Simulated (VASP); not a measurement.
# Rb3Na (Pm-3m) in VASP: further runs

One crystal, Rb3Na, is run at these levels: LDA; tasks: single point.

Program: VASP 6.6.1. These are calculated values, not measurements. Logs are shortened: lines on timing, memory, paths and dates and some standing lists are left out, and cuts for length are marked.

## (1) The structure

Symmetry: Pm-3m, No. 221, cubic system. Conventional cell: a = 6.761 Å, b = 6.761 Å, c = 6.761 Å, α = 90.00°, β = 90.00°, γ = 90.00°.

The cell comes from a database or a generator and needn't be the stable form of this composition.

## (2) Single point, LDA

Contents of INCAR:

```
PREC = Accurate
ENCUT = 520
EDIFF = 1E-7
ISMEAR = 1
SIGMA = 0.05
LREAL = F
LASPH = T
NELM = 100
ALGO = Normal
ISIF = 2
LWAVE = F
LCHARG = T
GGA = CA
LELF = T
LVHAR = T
NBANDS = 25
```

Contents of KPOINTS:

```
Automatic mesh
0
Gamma
  4 4 4
```

Contents of POSCAR:

```
Rb3Na
1.0
    6.7605980000      0.0000000000      0.0000000000
    0.0000000000      6.7605980000      0.0000000000
    0.0000000000      0.0000000000      6.7605980000
Rb Na
3 1
Direct
    0.0000000000      0.5000000000      0.5000000000
    0.5000000000      0.0000000000      0.5000000000
    0.5000000000      0.5000000000      0.0000000000
    0.0000000000      0.0000000000      0.0000000000
```

Potentials or basis: VASP PAW LDA potentials, release 64 (Rb_sv, Na_pv).

The run is started by

```
cat potpaw_LDA.64/Rb_sv/POTCAR potpaw_LDA.64/Na_pv/POTCAR > POTCAR
mpirun -np 1 vasp_std > vasp.out
```

OUTCAR:

```text
PREC = Accurate
   ENCUT = 520
   EDIFF = 1E-7
   ISMEAR = 1
   LREAL = F
   LASPH = T
   NELM = 100
   ISIF = 2
   GGA = CA

 ion  position               nearest neighbor table
   1  0.000  0.500  0.500-   2 4.78   3 4.78   3 4.78   2 4.78   2 4.78   3 4.78   3 4.78   2 4.78

   2  0.500  0.000  0.500-   1 4.78   3 4.78   3 4.78   1 4.78   3 4.78   3 4.78   1 4.78   1 4.78

   3  0.500  0.500  0.000-   1 4.78   2 4.78   1 4.78   2 4.78   2 4.78   2 4.78   1 4.78   1 4.78

   4  0.000  0.000  0.000-

  LATTYP: Found a simple cubic cell.
 ALAT       =     6.7605980000

  Lattice vectors:

 A1 = (   6.7605980000,   0.0000000000,   0.0000000000)
 A2 = (   0.0000000000,   6.7605980000,   0.0000000000)
 A3 = (   0.0000000000,   0.0000000000,   6.7605980000)

Analysis of symmetry for initial positions (statically):
=====================================================================
 Subroutine PRICEL returns:
 Original cell was already a primitive cell.

 Routine SETGRP: Setting up the symmetry group for a
 simple cubic supercell.

 Subroutine GETGRP returns: Found 48 space group operations
 (whereof 48 operations were pure point group operations)
 out of a pool of 48 trial point group operations.

The static configuration has the point symmetry O_h .

Analysis of symmetry for dynamics (positions and initial velocities):
=====================================================================
 Subroutine PRICEL returns:
 Original cell was already a primitive cell.

 Routine SETGRP: Setting up the symmetry group for a
 simple cubic supercell.

 Subroutine GETGRP returns: Found 48 space group operations
 (whereof 48 operations were pure point group operations)
 out of a pool of 48 trial point group operations.

The dynamic configuration has the point symmetry O_h .

 Subroutine INISYM returns: Found 48 space group operations
 (whereof 48 operations are pure point group operations),
 and found     1 'primitive' translations

----------------------------------------------------------------------------------------

                                     Primitive cell

  volume of cell :     308.9978

  direct lattice vectors                    reciprocal lattice vectors
     6.760598000  0.000000000  0.000000000     0.147915909  0.000000000  0.000000000
     0.000000000  6.760598000  0.000000000     0.000000000  0.147915909  0.000000000
     0.000000000  0.000000000  6.760598000     0.000000000  0.000000000  0.147915909

  length of vectors
     6.760598000  6.760598000  6.760598000     0.147915909  0.147915909  0.147915909

  position of ions in fractional coordinates (direct lattice)
     0.000000000  0.500000000  0.500000000
     0.500000000  0.000000000  0.500000000
     0.500000000  0.500000000  0.000000000
     0.000000000  0.000000000  0.000000000

  ion indices of the primitive-cell ions
   primitive index   ion index
                 1           1
                 2           2
                 3           3
                 4           4

----------------------------------------------------------------------------------------

 KPOINTS: Automatic mesh

Automatic generation of k-mesh.
 Grid dimensions read from file:
 generate k-points for:    4    4    4

 Generating k-lattice:

  Cartesian coordinates                     Fractional coordinates (reciprocal lattice)
     0.036978977  0.000000000  0.000000000     0.250000000  0.000000000  0.000000000
     0.000000000  0.036978977  0.000000000     0.000000000  0.250000000  0.000000000
     0.000000000  0.000000000  0.036978977     0.000000000  0.000000000  0.250000000

  Length of vectors
     0.036978977  0.036978977  0.036978977

  Shift w.r.t. Gamma in fractional coordinates (k-lattice)
     0.000000000  0.000000000  0.000000000

 Subroutine IBZKPT returns following result:
 ===========================================

 Found     10 irreducible k-points:

 Following reciprocal coordinates:
            Coordinates               Weight
  0.000000  0.000000  0.000000      1.000000
  0.250000  0.000000  0.000000      6.000000
  0.500000  0.000000  0.000000      3.000000
  0.250000  0.250000  0.000000     12.000000
  0.500000  0.250000  0.000000     12.000000
  0.500000  0.500000  0.000000      3.000000
  0.250000  0.250000  0.250000      8.000000
  0.500000  0.250000  0.250000     12.000000
  0.500000  0.500000  0.250000      6.000000
  0.500000  0.500000  0.500000      1.000000
   k-points           NKPTS =     10   k-points in BZ     NKDIM =     10   number of bands    NBANDS=     25
   number of dos      NEDOS =    301   number of ions     NIONS =      4
   total plane-waves  NPLWV = 125000
   dimension x,y,z NGX =    50 NGY =   50 NGZ =   50
   dimension x,y,z NGXF=   100 NGYF=  100 NGZF=  100
   ions per type =               3   1
   NGX,Y,Z   is equivalent  to a cutoff of  12.30, 12.30, 12.30 a.u.
   NGXF,Y,Z  is equivalent  to a cutoff of  24.59, 24.59, 24.59 a.u.
 SYSTEM =  unknown system
   PREC   = accura    normal or accurate (medium, high low for compatibility)
   ISTART =      0    job   : 0-new  1-cont  2-samecut
   ICHARG =      2    charge: 1-file 2-atom 10-const
   ISPIN  =      1    spin polarized calculation?
   LNONCOLLINEAR =      F non collinear calculations
   LSORBIT =      F    spin-orbit coupling
   LASPH  =      T    aspherical Exc in radial PAW
   ENCUT  =  520.0 eV  38.22 Ry    6.18 a.u.  12.57 12.57 12.57*2*pi/ulx,y,z
   NELM   =    100;   NELMIN=  2; NELMDL= -5     # of ELM steps
   EDIFF  = 0.1E-06   stopping-criterion for ELM
   LREAL  =      F    real-space projection
   EDIFFG = 0.1E-05   stopping-criterion for IOM
   NSW    =      0    number of steps for IOM
   IBRION =     -1    ionic relax: 0-MD 1-quasi-New 2-CG
   NFREE  =      0    steps in history (QN), initial steepest desc. (CG)
   ISIF   =      2    stress and relaxation
   ISYM   =      2    0-nonsym 1-usesym 2-fastsym
   POTIM  = 0.5000    time-step for ionic-motion
   TEBEG  =    0.0;   TEEND  =   0.0 temperature during run
   PSTRESS=    0.0 pullay stress
   NELECT =      34.0000    total number of electrons
   NUPDOWN=      -1.0000    fix difference up-down
   EMIN   =  10.00;   EMAX   =-10.00  energy-range for DOS
   EFERMI =   0.00;   METHOD = LEGACY
   ISMEAR =     1;   SIGMA  =   0.05  broadening in eV -4-tet -1-fermi 0-gaus
   EFERMI_NEDOS =   21; number of points for ismear=-14 and -15
   IALGO  =     38    algorithm
   IMIX   =      4    mixing-type and parameters
     AMIX     =   0.40;   BMIX     =  1.00
     AMIX_MAG =   1.60;   BMIX_MAG =  1.00
  volume/ion in A,a.u.               =      77.25       521.30
  Fermi-wavevector in a.u.,A,eV,Ry     =   0.784481  1.482455  8.373177  0.615411
  Thomas-Fermi vector in A             =   1.888623
   LORBIT       =      0    0 simple, 1 ext, 2 COOP (PROOUT), +10 PAW based schemes
   GGA     = CA    functional components
   LHFCALC =     F    Hartree Fock is set to
   AEXX    =    0.0000 exact exchange contribution
   IVDW    =     0    specifies the selected vdW correction
   LEPSILON=     F    determine dielectric tensor
   LRPA    =     F    only Hartree local field effects (RPA)
 non-spin polarized calculation
 Methfessel and Paxton  Order N= 1 SIGMA  =   0.05
  energy-cutoff  :      520.00
  volume of cell :      309.00
 maximum number of plane-waves:      8385
   NGX = 25   NGY = 25   NGZ = 25

 number of electron      33.9999987 magnetization

 Free energy of the ion-electron system (eV)
  ---------------------------------------------------
  ext. energy  EPLUGINS =         0.00000000
  ---------------------------------------------------
  free energy    TOTEN  =        -4.39443135 eV

  energy without entropy =       -4.39567856  energy(sigma->0) =       -4.39484709

 E-fermi :  -0.2169     XC(G=0):  -5.8357

 val. band max:       -0.2390657539   @ k =   0.2500   0.2500   0.0000
 cond. band min:      -0.1607036737   @ k =   0.5000   0.5000   0.2500
 fundamental gap:      0.0783620802
 Fermi energy:        -0.2168690386

 k-point     1 :       0.0000    0.0000    0.0000
  band No.  band energies     occupation
      1     -28.9368      2.00000
      2     -28.9283      2.00000
      3     -28.9283      2.00000
      4     -25.4655      2.00000
      5     -25.4655      2.00000
      6     -25.4655      2.00000
[... 17 lines left out ...]
     24       1.9563      0.00000
     25       1.9563      0.00000

 k-point     2 :       0.2500    0.0000    0.0000
  band No.  band energies     occupation
      1     -28.9357      2.00000
      2     -28.9294      2.00000
      3     -28.9283      2.00000
      4     -25.4655      2.00000
      5     -25.4655      2.00000
      6     -25.4655      2.00000
[... 17 lines left out ...]
     24       2.0996      0.00000
     25       2.2296      0.00000

 k-point     3 :       0.5000    0.0000    0.0000
  band No.  band energies     occupation
      1     -28.9340      2.00000
      2     -28.9311      2.00000
      3     -28.9283      2.00000
      4     -25.4655      2.00000
      5     -25.4655      2.00000
      6     -25.4655      2.00000
[... 17 lines left out ...]
     24       2.0454      0.00000
     25       2.3288      0.00000

 k-point     4 :       0.2500    0.2500    0.0000
  band No.  band energies     occupation
      1     -28.9348      2.00000
      2     -28.9297      2.00000
      3     -28.9289      2.00000
      4     -25.4655      2.00000
      5     -25.4655      2.00000
      6     -25.4655      2.00000
[... 17 lines left out ...]
     24       2.1944      0.00000
     25       2.2487      0.00000

 k-point     5 :       0.5000    0.2500    0.0000
  band No.  band energies     occupation
      1     -28.9331      2.00000
      2     -28.9311      2.00000
      3     -28.9291      2.00000
      4     -25.4655      2.00000
      5     -25.4655      2.00000
      6     -25.4655      2.00000
[... 17 lines left out ...]
     24       2.3101      0.00000
     25       2.6208      0.00000

 k-point     6 :       0.5000    0.5000    0.0000
  band No.  band energies     occupation
      1     -28.9311      2.00000
      2     -28.9311      2.00000
      3     -28.9311      2.00000
      4     -25.4655      2.00000
      5     -25.4655      2.00000
      6     -25.4655      2.00000
[... 17 lines left out ...]
     24       2.2949      0.00000
     25       2.2949      0.00000

 k-point     7 :       0.2500    0.2500    0.2500
  band No.  band energies     occupation
      1     -28.9339      2.00000
      2     -28.9297      2.00000
      3     -28.9297      2.00000
      4     -25.4655      2.00000
      5     -25.4655      2.00000
      6     -25.4655      2.00000
[... 17 lines left out ...]
     24       2.4758      0.00000
     25       2.4758      0.00000

 k-point     8 :       0.5000    0.2500    0.2500
  band No.  band energies     occupation
      1     -28.9325      2.00000
      2     -28.9311      2.00000
      3     -28.9297      2.00000
      4     -25.4655      2.00000
      5     -25.4655      2.00000
      6     -25.4655      2.00000
[... 17 lines left out ...]
     24       2.6437      0.00000
     25       2.6644      0.00000

 k-point     9 :       0.5000    0.5000    0.2500
  band No.  band energies     occupation
      1     -28.9311      2.00000
      2     -28.9311      2.00000
      3     -28.9311      2.00000
      4     -25.4655      2.00000
      5     -25.4655      2.00000
      6     -25.4655      2.00000
[... 17 lines left out ...]
     24       3.0453      0.00000
     25       3.0456      0.00000

 k-point    10 :       0.5000    0.5000    0.5000
  band No.  band energies     occupation
      1     -28.9311      2.00000
      2     -28.9311      2.00000
      3     -28.9311      2.00000
      4     -25.4655      2.00000
      5     -25.4655      2.00000
      6     -25.4655      2.00000
[... 17 lines left out ...]
     24       3.3643      0.00000
     25       3.3650      0.00000

------------------------ aborting loop because EDIFF is reached ----------------------------------------

  FORCE on cell =-STRESS in cart. coord.  units (eV):
  Direction    XX          YY          ZZ          XY          YZ          ZX
  --------------------------------------------------------------------------------------
  -------------------------------------------------------------------------------------
  Total       -1.0528552     -1.0528552     -1.0528552      0.0000000      0.0000000      0.0000000
  in kB       -5.4591355     -5.4591355     -5.4591355      0.0000000      0.0000000      0.0000000
  external PRESSURE =      -5.4591355 kB  Pullay stress =       0.0000000 kB

 VOLUME and BASIS-vectors are now :
 -----------------------------------------------------------------------------
  energy-cutoff  :      520.00
  volume of cell :      309.00
      direct lattice vectors                 reciprocal lattice vectors
     6.760598000  0.000000000  0.000000000     0.147915909  0.000000000  0.000000000
     0.000000000  6.760598000  0.000000000     0.000000000  0.147915909  0.000000000
     0.000000000  0.000000000  6.760598000     0.000000000  0.000000000  0.147915909

 POSITION                                       TOTAL-FORCE (eV/Angst)
 -----------------------------------------------------------------------------------
      0.00000      3.38030      3.38030         0.000000      0.000000      0.000000
      3.38030      0.00000      3.38030         0.000000      0.000000      0.000000
      3.38030      3.38030      0.00000         0.000000      0.000000      0.000000
      0.00000      0.00000      0.00000         0.000000      0.000000      0.000000
 -----------------------------------------------------------------------------------
    total drift:                                0.000000     -0.000000      0.000000

  FREE ENERGIE OF THE ION-ELECTRON SYSTEM (eV)
  ---------------------------------------------------
  free  energy   TOTEN  =        -4.3944313527 eV

  energy  without entropy=       -4.3956785589  energy(sigma->0) =       -4.39484709
```

Run time: 57 s. Hardware: 1 thread of Intel Xeon Platinum 8259CL at 2.50GHz (Skylake/Cascade Lake), shared host; peak memory 0.29 GiB.

Results:

* Free energy: -4.3944 eV
* Pressure: -0.5 GPa
* Band gap on the k mesh: none (metal or under the smearing width)

## (3) Single point, LDA

Contents of INCAR:

```
SYSTEM = Rb3Na
PREC = Accurate
ENCUT = 520
EDIFF = 1E-6
ISMEAR = 1
SIGMA = 0.1
LREAL = .FALSE.
LASPH = .TRUE.
NELM = 100
ALGO = Normal
ISIF = 2
LWAVE = .FALSE.
LCHARG = .FALSE.
NBANDS = 25
```

Contents of KPOINTS:

```
Automatic mesh
0
G
  4 4 4
  0 0 0
```

POSCAR is that of step 2.

Potentials or basis: VASP PAW LDA potentials, release 64 (Rb_sv, Na_pv).

The run is started by

```
cat potpaw_LDA.64/Rb_sv/POTCAR potpaw_LDA.64/Na_pv/POTCAR > POTCAR
mpirun -np 1 vasp_std > vasp.out
```

It took 51 s on 1 thread of Intel Xeon Platinum 8259CL at 2.50GHz (Skylake/Cascade Lake), shared host; peak memory 0.29 GiB.

Results (log left out):

```
Free energy            : -4.3946 eV
Pressure               : -0.5 GPa
Band gap on the k mesh : none (metal or under the smearing width)
```

Levels at points of the mesh, in eV from the Fermi level:
| k point | band 13 | band 14 | band 15 | band 16 | band 17 | band 18 | band 19 | band 20 | band 21 | band 22 |
| --- | --- | --- | --- | --- | --- | --- | --- | --- | --- | --- |
| (0.00, 0.00, 0.00) | -12.82 | -12.82 | -12.82 | -2.14 | 0.34 | 1.08 | 1.08 | 1.53 | 1.53 | 1.53 |
| (0.50, 0.00, 0.00) | -12.86 | -12.83 | -12.83 | -1.21 | -1.14 | 1.13 | 1.48 | 1.48 | 1.82 | 2.07 |
| (0.50, 0.50, 0.00) | -12.86 | -12.83 | -12.82 | -0.54 | -0.28 | -0.28 | -0.12 | 1.64 | 2.06 | 2.34 |
| (0.50, 0.50, 0.50) | -12.82 | -12.82 | -12.82 | -0.34 | 0.36 | 0.36 | 0.36 | 0.74 | 0.74 | 0.74 |
